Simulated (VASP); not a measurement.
Output of a VASP run:

**OSZICAR**
```
       N       E                     dE             d eps       ncg     rms          rms(c)
DAV:   1     0.360261527127E+03    0.36026E+03   -0.16048E+04  8088   0.614E+02
DAV:   2    -0.167492423762E+02   -0.37701E+03   -0.34781E+03  8504   0.211E+02
DAV:   3    -0.493559681579E+02   -0.32607E+02   -0.31382E+02 10480   0.589E+01
DAV:   4    -0.505080550681E+02   -0.11521E+01   -0.11465E+01  9592   0.945E+00
DAV:   5    -0.505214596785E+02   -0.13405E-01   -0.13403E-01  9344   0.971E-01    0.262E+01
DAV:   6    -0.405974572563E+02    0.99240E+01   -0.10887E+01 10872   0.247E+01    0.154E+01
DAV:   7    -0.402221808251E+02    0.37528E+00   -0.33022E+00  9832   0.780E+00    0.969E+00
DAV:   8    -0.404606287115E+02   -0.23845E+00   -0.14813E+00  9864   0.660E+00    0.546E+00
DAV:   9    -0.401149217586E+02    0.34571E+00   -0.62357E-01  9376   0.364E+00    0.126E+00
DAV:  10    -0.401083182890E+02    0.66035E-02   -0.24018E-02 10320   0.632E-01    0.671E-01
DAV:  11    -0.401041231938E+02    0.41951E-02   -0.60513E-03 10840   0.394E-01    0.209E-01
DAV:  12    -0.401040512855E+02    0.71908E-04   -0.11421E-03 10976   0.147E-01    0.396E-02
DAV:  13    -0.401040358712E+02    0.15414E-04   -0.12900E-04  9256   0.592E-02    0.169E-02
DAV:  14    -0.401040374279E+02   -0.15566E-05   -0.10325E-05 10832   0.155E-02    0.158E-02
DAV:  15    -0.401040361271E+02    0.13008E-05   -0.30577E-06  9456   0.109E-02    0.344E-03
DAV:  16    -0.401040360549E+02    0.72204E-07   -0.24375E-07  9976   0.218E-03
   1 F= -.40104036E+02 E0= -.40104036E+02  d E =-.946370E-67
 imaginary and real dielectric function
```

**OUTCAR**
```
------------------------ aborting loop because EDIFF is reached ----------------------------------------
  FORCE on cell =-STRESS in cart. coord.  units (eV):
  Direction    XX          YY          ZZ          XY          YZ          ZX
  --------------------------------------------------------------------------------------
  Total       -0.0677481     -0.0677481     -0.0677481     -0.0000000     -0.0000000     -0.0000000
  in kB       -1.7712320     -1.7712320     -1.7712320     -0.0000000     -0.0000000     -0.0000000
  external PRESSURE =      -1.7712320 kB  Pullay stress =       0.0000000 kB
  volume of cell :       61.28
      direct lattice vectors                 reciprocal lattice vectors
     3.942550972  0.000000000  0.000000000     0.253642884  0.000000000  0.000000000
     0.000000000  3.942550972  0.000000000     0.000000000  0.253642884  0.000000000
     0.000000000  0.000000000  3.942550972     0.000000000  0.000000000  0.253642884
 POSITION                                       TOTAL-FORCE (eV/Angst)
 -----------------------------------------------------------------------------------
      0.00000      0.00000      0.00000         0.000000      0.000000      0.000000
      1.97128      1.97128      1.97128         0.000000      0.000000      0.000000
      1.97128      0.00000      1.97128         0.000000      0.000000      0.000000
      0.00000      1.97128      1.97128         0.000000      0.000000      0.000000
      1.97128      1.97128      0.00000         0.000000      0.000000      0.000000
 -----------------------------------------------------------------------------------
    total drift:                                0.000000      0.000000     -0.000000
  FREE ENERGIE OF THE ION-ELECTRON SYSTEM (eV)
  ---------------------------------------------------
  free  energy   TOTEN  =       -40.1040360549 eV

  energy  without entropy=      -40.1040360549  energy(sigma->0) =      -40.10403605

 plasma frequency squared (from intraband transitions) (eV^2)
  --------------------------------------------------------------------------------------
       0.000      -0.000       0.000
       0.000       0.000       0.000
      -0.000       0.000       0.000

 plasma frequency squared (from interband transitions, int dw w eps(2)(w)) (eV^2)
  --------------------------------------------------------------------------------------
     648.668       0.000      -0.000      -0.000       0.000      -0.000
      -0.000       0.000     648.668       0.000      -0.000       0.000
       0.000       0.000      -0.000      -0.000     648.668       0.000
```
(Selected blocks of OUTCAR.)

**POSCAR**
```
SrTiO3
1
    3.9425509724     0.0000000000     0.0000000000
    0.0000000000     3.9425509724     0.0000000000
    0.0000000000     0.0000000000     3.9425509724
Sr Ti O
1 1 3
Direct
  0.0000000000   0.0000000000   0.0000000000
  0.5000000000   0.5000000000   0.5000000000
  0.5000000000   0.0000000000   0.5000000000
  0.0000000000   0.5000000000   0.5000000000
  0.5000000000   0.5000000000   0.0000000000
```

Write an INCAR and KPOINTS that could have produced this output.

One answer among several that fit: the input of the run itself, PBE GGA, plane waves, VASP's PBE PAW potentials (set 64).

**INCAR**
```
ALGO=Normal
CSHIFT=0.1
EDIFF=1E-7
ENCUT=520
GGA=PE
ISMEAR=0
LASPH=T
LCHARG=F
LMAXMIX=4
LOPTICS=T
LREAL=F
LWAVE=F
NBANDS=72
NEDOS=1001
NELM=100
PREC=Accurate
SIGMA=0.01
SYSTEM=SrTiO3
```

### KPOINTS
```
Automatic mesh
0
Gamma
10 10 10
0 0 0
```

POTCAR, in this order: Sr_sv Ti_sv O (PBE.64 set). Program: vasp_std.

The dielectric response may not be converged in the k-mesh; for small gaps it tends to come out too large.

The compound is SrTiO3 in the cubic perovskite structure, the ideal cubic form; the compound distorts at low or room temperature. It was relaxed first.
